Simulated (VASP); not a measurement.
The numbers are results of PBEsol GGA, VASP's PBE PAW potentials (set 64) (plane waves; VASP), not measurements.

VASP input:

**POSCAR**
```
CrB
1
    0.0000000000     2.0599121847     2.0599121847
    2.0599121847     0.0000000000     2.0599121847
    2.0599121847     2.0599121847     0.0000000000
Cr B
1 1
Direct
  0.0000000000   0.0000000000   0.0000000000
  0.5000000000   0.5000000000   0.5000000000
```

### INCAR
```
SYSTEM=CrB
PREC=Accurate; ENCUT=520; LREAL=.False.
LASPH=.True.
EDIFF=1E-7; NELM=100; ALGO=Normal
LMAXMIX=4
ISMEAR=-5
GGA=PS
ISIF=2
LWAVE=.False.; LCHARG=.True.; LORBIT=11
NEDOS=601
```

### KPOINTS
```
Automatic mesh
0
Gamma
17 17 17
```

POTCAR, in this order: Cr_pv B (PBE.64 set). Program: vasp_std.

The resulting files:

File OSZICAR:
```
       N       E                     dE             d eps       ncg     rms          rms(c)
DAV:   1     0.987602267497E+02    0.98760E+02   -0.83792E+03  3630   0.147E+03
DAV:   2    -0.183915456443E+02   -0.11715E+03   -0.11274E+03  3740   0.367E+02
DAV:   3    -0.227288946554E+02   -0.43373E+01   -0.41823E+01  4433   0.715E+01
DAV:   4    -0.228295760280E+02   -0.10068E+00   -0.99785E-01  4419   0.886E+00
DAV:   5    -0.228319662498E+02   -0.23902E-02   -0.23921E-02  4558   0.116E+00    0.266E+01
DAV:   6    -0.206955093435E+02    0.21365E+01   -0.60194E+01  3835   0.110E+02    0.150E+01
DAV:   7    -0.174747968927E+02    0.32207E+01   -0.15365E+01  3873   0.587E+01    0.232E+00
DAV:   8    -0.174735062512E+02    0.12906E-02   -0.28413E-01  3795   0.537E+00    0.127E+00
DAV:   9    -0.174671071656E+02    0.63991E-02   -0.23007E-02  4504   0.180E+00    0.427E-01
DAV:  10    -0.174662421274E+02    0.86504E-03   -0.48415E-03  3968   0.106E+00    0.418E-02
DAV:  11    -0.174662511631E+02   -0.90357E-05   -0.21019E-04  4798   0.197E-01    0.271E-02
DAV:  12    -0.174662435951E+02    0.75680E-05   -0.26895E-05  4388   0.764E-02    0.287E-03
DAV:  13    -0.174662437155E+02   -0.12039E-06   -0.80539E-07  4737   0.988E-03    0.104E-03
DAV:  14    -0.174662437233E+02   -0.78767E-08   -0.50500E-08  2383   0.174E-03
   1 F= -.17466244E+02 E0= -.17466244E+02  d E =0.000000E+00
```

File OUTCAR:
```
------------------------ aborting loop because EDIFF is reached ----------------------------------------
  FORCE on cell =-STRESS in cart. coord.  units (eV):
  Direction    XX          YY          ZZ          XY          YZ          ZX
  --------------------------------------------------------------------------------------
  Total        0.0064203      0.0064203      0.0064203      0.0000000      0.0000000     -0.0000000
  in kB        0.5884203      0.5884203      0.5884203      0.0000000      0.0000000     -0.0000000
  external PRESSURE =       0.5884203 kB  Pullay stress =       0.0000000 kB
  volume of cell :       17.48
      direct lattice vectors                 reciprocal lattice vectors
     0.000000000  2.059912185  2.059912185    -0.242728794  0.242728794  0.242728794
     2.059912185  0.000000000  2.059912185     0.242728794 -0.242728794  0.242728794
     2.059912185  2.059912185  0.000000000     0.242728794  0.242728794 -0.242728794
 POSITION                                       TOTAL-FORCE (eV/Angst)
 -----------------------------------------------------------------------------------
      0.00000      0.00000      0.00000         0.000000      0.000000      0.000000
      2.05991      2.05991      2.05991         0.000000      0.000000      0.000000
 -----------------------------------------------------------------------------------
    total drift:                                0.000000     -0.000000     -0.000000
  FREE ENERGIE OF THE ION-ELECTRON SYSTEM (eV)
  ---------------------------------------------------
  free  energy   TOTEN  =       -17.4662437233 eV

  energy  without entropy=      -17.4662437233  energy(sigma->0) =      -17.46624372

 total charge

# of ion       s       p       d       tot
------------------------------------------
    1        0.348   6.446   4.448  11.243
    2        0.780   1.174   0.000   1.955
--------------------------------------------------
tot          1.129   7.621   4.448  13.197
```
(Selected blocks of OUTCAR.)

For a metal the tetrahedron method with Blöchl corrections gives inexact stress and forces.

The structure was generated: CrB was put into the rock salt type (Fm-3m), which need not be its known phase. It was relaxed first, which changed the volume by -37 %. The run is not spin-polarised, so no magnetic state was tried. The electron count is odd and the run is not spin-polarised, which forces a metal.
